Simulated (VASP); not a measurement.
```xyz
6
Lattice="5.0688 0.0000 0.0000 0.0000 5.0688 0.0000 0.0000 0.0000 3.4553" Properties=species:S:1:pos:R:3 pbc="T T T"
Pb     5.0688     5.0688     0.0000
Pb     2.5344     2.5344     1.7276
O      1.5601     1.5601     0.0000
O      4.0945     0.9743     1.7276
O      0.9743     4.0945     1.7276
O      3.5087     3.5087     3.4553
```

The numbers are results of PBE GGA, VASP's PBE PAW potentials (set 64) (plane waves; VASP 6.6.1), not measurements. Settings: 520 eV cut-off, 5×5×7 Γ-centred mesh, tetrahedra with Blöchl corrections, potentials Pb_d O.

The cores are frozen, which limits the accuracy of field gradients.

Q: Give the principal components of the electric field gradient (V/Å²) and the asymmetry η at each nucleus.

A: 
```csv
atom,Vxx,Vyy,Vzz,η
Pb1,113.2,3.5,-116.7,0.94
Pb2,113.2,3.5,-116.7,0.94
O3,79.4,55.8,-135.2,0.17
O4,79.4,55.8,-135.2,0.17
O5,79.4,55.8,-135.2,0.17
O6,79.4,55.8,-135.2,0.17
```

The compound is PbO2 in the rutile structure. It was relaxed first, which changed the volume by +6 %.
